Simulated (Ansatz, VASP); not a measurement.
## BaHRh: VASP beside Ansatz

Aim: how closely do two programs agree when they are given the same cell, functional and k mesh? The cell is invented: other elements were put on sites of a known structure type. It may not be a known or stable phase. The cell is taken from a series of VASP runs on this material, whose earlier steps may have relaxed, scaled or displaced it; both programs get it as it stands.

Program: Ansatz 0.2.0. Level of theory: plane waves, with VASP 6.6.1 beside it; single point at RPBE. Results are calculated unless marked as measured.

**1. The structure**

Symmetry: P2/m, No. 10, monoclinic system. Conventional cell: a = 3.576 Å, b = 4.122 Å, c = 4.120 Å, α = 90.00°, β = 90.48°, γ = 90.00°. Ba has 4 H at 2.91 Å nearest. H has 2 Rh at 1.79 Å and 4 Ba at 2.91 Å nearest. Nearest to Rh lie 2 H at 1.79 Å. Farther neighbours are not listed.

**2. Ansatz: single point, RPBE**

Ansatz runs on its default PAW (the set named soft_2) files.

A single point gives forces, pressure and levels at one fixed geometry, so differences don't come from the geometry; what else differs is listed under the comparison.

input.yaml reads:

```yaml
crystal:
  lattice:
    - [3.57576568, 0.0, 0.0]
    - [0.0, 4.1219865, 0.0]
    - [-0.03467233, 0.0, 4.12003592]
  atoms:
    - { symbol: Ba, position: [0.0, 0.0, 0.0] }
    - { symbol: H, position: [0.0, 0.5, 0.5] }
    - { symbol: Rh, position: [0.5, 0.5, 0.5] }
hamiltonian:
  xc: rpbe
  pseudopotentials: { kind: paw }
kpoints:
  mp_grid: { grid: [9, 8, 8] }
scf:
  occupations: { method: tetrahedron }
output:
  forces: true
  stress: true
  write_density: true
  write_potential: true
  elf: true
  volumetric_format: npy
```

On the command line:

```
> ansatz run input.yaml --threads 2 --pin off --max-ram 4608MiB --backend cpu --events-out ev --progress --plain --runs-dir out
```

Numbers of over 12 decimals in the logs are rounded to 6 here.

Output:

```text
Warning: output.forces, output.stress, relax.cell or npt_langevin: where a Kohn–Sham band that disperses or a degenerate level is filled in part under the method tetrahedron, the forces or the stress that this run publishes need not agree with its energy (scf.occupations.method in the input reference, under Limitations); prefer a smearing scheme for the forces or the stress
Engine: ansatz 0.2.0, aarch64-unknown-linux-gnu
Pseudopotentials: kind: paw
Pseudopotential: Ba, paw, valence charge 10, recommended cutoff 420 eV (normal), Ba.paw.azcp
Pseudopotential: H, paw, valence charge 1, recommended cutoff 420 eV (normal), H.paw.azcp
Pseudopotential: Rh, paw, valence charge 17, recommended cutoff 420 eV (normal), Rh.paw.azcp
Functional definition: RPBE
  parameter kappa = 0.804
  parameter beta = 0.066725
  exchange = rpbe_x(kappa = kappa, mu = beta*pi^2/3)
  correlation = pbe_c(beta = beta)
Crystal: 3 atoms, lattice volume = 60.726 Å³
Basis set: ecut = 420 eV, 1191 PW (Γ), exchange–correlation on 48×60×60 points (8 copies of the dense FFT grid, shifted against one another)
Bands: 18, of which v1, the nominal top of the filled ones, is band 14 counted from 1 (13 counted from 0)
Symmetry: 4 space group operations
Space group: P2/m (ITA 10), of the structure as read, at distance tolerance 3.9e-5 Å
k-points: 185 of 576
Non-local potential: Ba, projectors of the file, l = 0: 3, l = 1: 2, l = 2: 2, l = 3: 2
Non-local potential: H, projectors of the file, l = 0: 2, l = 1: 1
Non-local potential: Rh, projectors of the file, l = 0: 3, l = 1: 2, l = 2: 2, l = 3: 1
PAW form: soft (Blöchl's): semilocal exchange-correlation on the pseudo side does not see the compensation charge
PAW frozen core: Ba, regenerated for the run's functional, and the local potential with it (the file was generated under x = pbe(κ = 0.804, μ = 0.219515), c = pbe(β = 0.066725))
PAW frozen core: Rh, regenerated for the run's functional, and the local potential with it (the file was generated under x = pbe(κ = 0.804, μ = 0.219515), c = pbe(β = 0.066725))
PAW one-centre angular grid: Ba, 194 points (default); XC on 64 Gauss nodes
PAW one-centre angular grid: H, 110 points (default); XC on 64 Gauss nodes
PAW one-centre angular grid: Rh, 590 points (default); XC on 64 Gauss nodes
Initial density: superposition of atomic densities (neutral atoms: chi_scale 0, normalization atom), corrected by the library's trained network
Initial wavefunctions: pseudopotential atomic-orbital guess
Functional: x = rpbe, c = pbe(β = 0.066725)
SCF iter   1: F=—  HF=-12386.311812 eV  |F-HF|=—  |Δ(HF+E_count)|=         —  Δρ=9.37e-3  dr2=6.53e-2  ethr=1.77e-3  ⟨swp⟩=8.0  Hψ=20554  notcnv=0
preconditioner: auto → Kerker (q_TF=auto, 2.398 Å⁻¹)  [metal: no gap  n_scr=18 (ndim 8)  ℏωp=20.2 eV  f_vac=0.000]
SCF iter   2: F=—  HF=-12386.311176 eV  |F-HF|=—  |Δ(HF+E_count)|=   6.37e-4  Δρ=6.44e-3  dr2=2.60e-2  ethr=2.33e-4  ⟨swp⟩=2.4  Hψ=7903  notcnv=0
SCF iter   3: F=—  HF=-12386.307672 eV  |F-HF|=—  |Δ(HF+E_count)|=   3.50e-3  Δρ=2.63e-3  dr2=1.43e-3  ethr=9.30e-5  ⟨swp⟩=2.1  Hψ=4913  notcnv=0
SCF iter   4: F=—  HF=-12386.307950 eV  |F-HF|=—  |Δ(HF+E_count)|=   2.78e-4  Δρ=8.84e-4  dr2=7.20e-4  ethr=5.12e-6  ⟨swp⟩=2.1  Hψ=5652  notcnv=0
SCF iter   5: F=—  HF=-12386.307908 eV  |F-HF|=—  |Δ(HF+E_count)|=   4.19e-5  Δρ=1.47e-4  dr2=2.20e-5  ethr=2.57e-6  ⟨swp⟩=2.1  Hψ=5401  notcnv=0
SCF iter   6: F=—  HF=-12386.307918 eV  |F-HF|=—  |Δ(HF+E_count)|=   9.32e-6  Δρ=7.75e-5  dr2=5.31e-6  ethr=7.87e-8  ⟨swp⟩=2.9  Hψ=6548  notcnv=0  defer=2
SCF iter   7: F=—  HF=-12386.307917 eV  |F-HF|=—  |Δ(HF+E_count)|=   8.58e-7  Δρ=4.63e-5  dr2=2.02e-6  ethr=1.89e-8  ⟨swp⟩=2.6  Hψ=5766  notcnv=0
SCF iter   8: F=—  HF=-12386.307915 eV  |F-HF|=—  |Δ(HF+E_count)|=   1.66e-6  Δρ=1.51e-5  dr2=2.43e-7  ethr=7.21e-9  ⟨swp⟩=2.0  Hψ=4204  notcnv=0
SCF iter   9: F=-12386.307914 eV  HF=-12386.307914 eV  |F-HF|=3.47e-9  |Δ(HF+E_count)|=   6.91e-7  Δρ=2.51e-6  dr2=4.67e-9  ethr=3.57e-10  ⟨swp⟩=9.6  Hψ=20870  notcnv=0
SCF 1 converged in 9 iterations: F = -12386.307914 eV  dr2 = 4.67e-9
  greatest PAW one-centre occupation: 1.000 electrons in one spin orbital (limit 2), on the Rh atom at site 2 (counted from 0), in its partial waves of l = 0
SCF converged after 9 iterations
Stability not checked: this state was not tested for a lower state beside it, because cold or Methfessel-Paxton smearing, or corrected tetrahedra, fill the levels in a way that the test cannot read (fill_not_monotonic; see scf.lower_state_search)
Free energy (F): -12386.307914 eV
Harris-Foulkes:  -12386.307914 eV  (|F-HF|=3.47e-9)
Internal energy: -12386.307914 eV  (E = F + TS)
E sigma→0 (E₀):  -12386.307914 eV
Fermi energy:    10.933375 eV
--- Per-component energies (eV) ---
  E_band       = -271.023505
  E_kinetic    = 759.590399
  E_local      = -2878.819001  (includes V_loc(G=0)·N_el)
  E_nonlocal   = 416.358150
  E_hartree    = 1083.854861
  E_xc         = -399.657505
  E_vxc        = -425.616871  (∫ρ·V_xc dr)
  E_paw        = -8832.217107  (= ΣΔE_a)
  E_vpaw       = -310.248827  (= ΣTr[D̂ρ^β])
  E_aug_tail   = -0.000266  (compensation charges beyond the density's cutoff)
  E_ewald      = -2535.263387
  E_core_change = -0.154058  (= ΣΔE_core)
  E_smearing   = -0.000000  (= −TS)
  E_closure    = -0.000000  (closes the sum)
  Σ components = -12386.307914   (vs F -12386.307914, Δ=0.00e0)
--- Forces (eV/Å), atoms counted from 1 ---
  atom   1  Ba     0.00000000     0.00000000     0.00000000
  atom   2  H      0.00000000     0.00000000     0.00000000
  atom   3  Rh     0.00000000     0.00000000     0.00000000
  max |Σ_I F_I| component: 2.60e-29 eV/Å
--- Stress (GPa, compression-positive) ---
       -0.360786      -0.000000       0.029358
       -0.000000      -0.244166      -0.000000
        0.029358      -0.000000      -0.221020
  P = ⅓ Tr σ = -0.2753 GPa (-2.753 kbar)
--- Band table (eV; the first three rows and the last of 185) ---
  k-point 0: bands = [... 10 lower, 8.9469, 9.9936, 10.1840, 10.1841, 12.9868, 13.8829, 16.3178, 16.3223]
  k-point 1: bands = [... 10 lower, 9.0712, 10.0174, 10.1823, 10.1935, 12.9291, 13.7548, 15.3691, 15.8669]
  k-point 2: bands = [... 10 lower, 9.3815, 10.0871, 10.1802, 10.2166, 12.7385, 13.0529, 14.2819, 15.7796]
  k-point 184: bands = [... 10 lower, 9.0169, 9.3276, 9.6680, 10.5014, 11.3184, 13.2312, 14.8449, 16.2374]
```

Elapsed: 6.7 s, on 2 threads of Arm Neoverse V2, shared host; peak memory 0.45 GiB.

The run ends at a pressure of -0.28 GPa.

**3. VASP: single point, RPBE**

The same cell, functional, mesh and smearing now go to VASP, with its own data sets and cutoff.

Lines of VASP's logs that name or quote its potential files are left out, and so is its time.

INCAR reads:

```
SYSTEM = BaHRh
PREC = Accurate
ENCUT = 400
EDIFF = 1E-06
NELM = 100
ISMEAR = -5
SIGMA = 0.05
LREAL = .FALSE.
ALGO = Normal
GGA = RP
NBANDS = 26
LORBIT = 11
LWAVE = .FALSE.
LCHARG = .FALSE.
NEDOS = 2001
```

POSCAR reads:

```
BaHRh
1.0
    3.5757656800      0.0000000000      0.0000000000
    0.0000000000      4.1219865000      0.0000000000
   -0.0346723300      0.0000000000      4.1200359200
Ba H Rh
1 1 1
Direct
    0.0000000000      0.0000000000      0.0000000000
    0.0000000000      0.5000000000      0.5000000000
    0.5000000000      0.5000000000      0.5000000000
```

KPOINTS reads:

```
Automatic mesh
0
Gamma
9 8 8
0 0 0
```

Potentials, in the order of the species: Ba_sv, H and Rh_pv (PBE family, release 64).

On the command line:

```
> mpirun -np 1 vasp_std
```

Output:

```text
[banner, memory and clock lines left out]
running    1 mpi-ranks, on    1 nodes
 distrk:  each k-point on    1 cores,    1 groups
 distr:  one band on    1 cores,    1 groups

 POSCAR found type information on POSCAR BaH Rh
 POSCAR found :  3 types and       3 ions
|                                                                             |
|               ----> ADVICE to this user running VASP <----                  |
|                                                                             |
|     You enforced a specific xc type in the INCAR file but a different       |
|     [... a line on the potential file left out ...]
|     I HOPE YOU KNOW WHAT YOU ARE DOING!                                     |
|                                                                             |

 LDA part: xc-table for (Slater+PW92), standard interpolation
 POSCAR, INCAR and KPOINTS ok, starting setup
 FFT: planning ... GRIDC
 FFT: planning ... GRID_SOFT
 FFT: planning ... GRID
 WAVECAR not read
 entering main loop
       N       E                     dE             d eps       ncg     rms          rms(c)
DAV:   1     0.171922036044E+03    0.17192E+03   -0.12458E+04 10196   0.782E+02
DAV:   2    -0.711755292013E+01   -0.17904E+03   -0.17190E+03 11432   0.242E+02
DAV:   3    -0.126295888002E+02   -0.55120E+01   -0.54713E+01 12142   0.416E+01
DAV:   4    -0.127073012235E+02   -0.77712E-01   -0.77650E-01 11346   0.438E+00
DAV:   5    -0.127090956478E+02   -0.17944E-02   -0.17942E-02 11476   0.597E-01    0.640E+00
DAV:   6    -0.124553343869E+02    0.25376E+00   -0.32247E-01 10778   0.349E+00    0.304E+00
DAV:   7    -0.124259846307E+02    0.29350E-01   -0.65778E-01 11014   0.277E+00    0.238E+00
DAV:   8    -0.123840419640E+02    0.41943E-01   -0.22865E-01 10526   0.232E+00    0.409E-01
DAV:   9    -0.123855309936E+02   -0.14890E-02   -0.46058E-03 10714   0.380E-01    0.132E-01
DAV:  10    -0.123858944739E+02   -0.36348E-03   -0.34274E-04 11256   0.121E-01    0.331E-02
DAV:  11    -0.123859612097E+02   -0.66736E-04   -0.50133E-05 10820   0.370E-02    0.147E-02
DAV:  12    -0.123859745668E+02   -0.13357E-04   -0.68955E-06 11664   0.116E-02    0.332E-03
DAV:  13    -0.123859775471E+02   -0.29803E-05   -0.68562E-07  8982   0.394E-03    0.156E-03
DAV:  14    -0.123859779522E+02   -0.40516E-06   -0.53772E-08  5388   0.148E-03
   1 F= -.12385978E+02 E0= -.12385978E+02  d E =0.000000E+00
|                                                                             |
|           W    W    AA    RRRRR   N    N  II  N    N   GGGG   !!!           |
|           W    W   A  A   R    R  NN   N  II  NN   N  G    G  !!!           |
|           W    W  A    A  R    R  N N  N  II  N N  N  G       !!!           |
|           W WW W  AAAAAA  RRRRR   N  N N  II  N  N N  G  GGG   !            |
|           WW  WW  A    A  R   R   N   NN  II  N   NN  G    G                |
|           W    W  A    A  R    R  N    N  II  N    N   GGGG   !!!           |
|                                                                             |
|     Tetrahedron method does not include variations of the Fermi             |
|     occupations, so forces and stress will be inaccurate. We suggest        |
|     using a different smearing scheme ISMEAR = 1 or 2 for metals in         |
|     relaxations.                                                            |
|                                                                             |
```

From OUTCAR (step 3):

```text
ion  position               nearest neighbor table
   1  0.000  0.000  0.000-   3 3.41   3 3.41   3 3.41   3 3.41   3 3.43   3 3.43   3 3.43   3 3.43

  LATTYP: Found a simple monoclinic cell.
 ALAT       =     3.5757656800
 B/A-ratio  =     1.1527563238
 C/A-ratio  =     1.1522516237
 COS(beta)  =    -0.0084152427

 Subroutine GETGRP returns: Found  4 space group operations
 (whereof  4 operations were pure point group operations)

The static configuration has the point symmetry C_2h.

 Found    185 irreducible k-points:

   k-points           NKPTS =    185   k-points in BZ     NKDIM =    185   number of bands    NBANDS=     26

   dimension x,y,z NGX =    24 NGY =   28 NGZ =   28
   dimension x,y,z NGXF=    48 NGYF=   56 NGZF=   56

   ENCUT  =  400.0 eV  29.40 Ry    5.42 a.u.   5.83  6.72  6.72*2*pi/ulx,y,z

   NELECT =      26.0000    total number of electrons

 k-points in reciprocal lattice and weights: Automatic mesh
   0.00000000  0.00000000  0.00000000       0.002
   0.11111111  0.00000000  0.00000000       0.003
   0.22222222  0.00000000  0.00000000       0.003
   0.33333333  0.00000000  0.00000000       0.003
   0.44444444  0.00000000  0.00000000       0.003
   0.00000000  0.12500000  0.00000000       0.003
   0.11111111  0.12500000  0.00000000       0.007
   0.22222222  0.12500000  0.00000000       0.007
   0.33333333  0.12500000  0.00000000       0.007
[...]
0.33333333  0.50000000  0.50000000       0.003
   0.44444444  0.50000000  0.50000000       0.003

 average (electrostatic) potential at core
       1 -35.5577       2 -32.6348       3 -76.7768

 E-fermi :   4.1855

 k-point     1 :       0.0000    0.0000    0.0000
  band No.  band energies     occupation
    ...
      9       1.5896      2.00000
     10       2.1994      2.00000
     11       3.2618      2.00000
     12       3.4585      2.00000
     13       3.4586      2.00000
     14       6.1993      0.00000
     15       7.1180      0.00000
     16      10.1570      0.00000
     17      10.1630      0.00000
     18      10.4709      0.00000
    ...

 k-point     2 :       0.1111    0.0000    0.0000
  band No.  band energies     occupation
    ...
      9       1.8114      2.00000
     10       2.2712      2.00000
     11       3.2930      2.00000
     12       3.3962      2.00000
     13       3.3964      2.00000
     14       6.5079      0.00000
     15       7.0495      0.00000
     16       9.3129      0.00000
     17       9.3170      0.00000
     18      10.4137      0.00000
    ...

 k-point     3 :       0.2222    0.0000    0.0000
  band No.  band energies     occupation
    ...
      9       2.3018      2.00000
     10       2.4682      2.00000
     11       3.2500      2.00000
     12       3.2512      2.00000
     13       3.3764      2.00000
     14       6.8536      0.00000
     15       7.0227      0.00000
     16       8.1136      0.00000
     17       8.1184      0.00000
     18       9.8038      0.00000
    ...

  Total        0.0407523      0.0457599      0.0530253      0.0000000      0.0000000      0.0184113
  in kB        1.0751933      1.2073101      1.3989980      0.0000000      0.0000000      0.4857564
  external PRESSURE =       1.2271672 kB  Pullay stress =       0.0000000 kB

  energy-cutoff  :      400.00
  volume of cell :       60.73
      direct lattice vectors                 reciprocal lattice vectors
     3.575765680  0.000000000  0.000000000     0.279660383  0.000000000  0.002353493
     0.000000000  4.121986500  0.000000000     0.000000000  0.242601474  0.000000000
    -0.034672330  0.000000000  4.120035920     0.000000000  0.000000000  0.242716330

 POSITION                                       TOTAL-FORCE (eV/Angst)
 -----------------------------------------------------------------------------------
      0.00000      0.00000      0.00000         0.000000      0.000000      0.000000
     -0.01734      2.06099      2.06002         0.000000      0.000000      0.000000
      1.77055      2.06099      2.06002        -0.000000      0.000000      0.000000
 -----------------------------------------------------------------------------------
    total drift:                                0.000000      0.000000     -0.000000

  FREE ENERGIE OF THE ION-ELECTRON SYSTEM (eV)
  ---------------------------------------------------
  free  energy   TOTEN  =       -12.3859779522 eV

  energy  without entropy=      -12.3859779522  energy(sigma->0) =      -12.38597795

 total charge
# of ion       s       p       d       tot
------------------------------------------
    1        2.037   5.582   0.373   7.992
    2        0.542   0.017   0.000   0.560
    3        0.344   6.091   7.415  13.849
--------------------------------------------------
tot          2.923  11.689   7.787  22.400

[... 3 further parts left out ...]
```

Harder data sets than Ba_sv exist (the GW ones), and pressures, volumes and forces can shift noticeably with them.

**4. Differences**

Known differences besides the potentials themselves: the data sets hold 28 valence electrons in Ansatz (default PAW (the set named soft_2) files) and 26 in VASP; the cutoff is 420 eV in Ansatz and 400 eV in VASP; Ansatz makes its cores anew for this functional, VASP keeps those of its PBE data sets; VASP leaves aspherical gradient terms in its spheres out (LASPH is not set), Ansatz keeps them. Total energies have different zeros and are not compared.

Both answers:

| quantity | Ansatz | VASP | difference |
| --- | --- | --- | --- |
| pressure (GPa) | -0.28 | 0.12 | -0.40 |
| pressure without Ansatz's Pulay correction (GPa) | -0.34 | 0.12 | -0.46 |

Ansatz's pressure holds a Pulay correction of 0.06 GPa; VASP's holds none.

**5. Outcome**

```yaml
difference_in_pressure_single_point_rpbe: -0.40 GPa
```

**Reading.** The difference in pressure is -0.40 GPa (single point, RPBE), within the 1 GPa picked in this series as the mark of a large difference. Such differences can come from data sets, numerical settings and the points named under the comparisons, not from the functional's error against experiment.

[Lines on the potential files, build, host, timing and source positions are cut from VASP's logs without a mark.]

[Logs are printed without paths, hosts, clocks, repeated set-up lines and the standing remarks that a program may print on its own settings, such as how far it seeks lower states.]

[Hosts, paths, dates, database ids (printed as entryN), source tags and the programs' standing remarks are cut or masked in the printed files.]
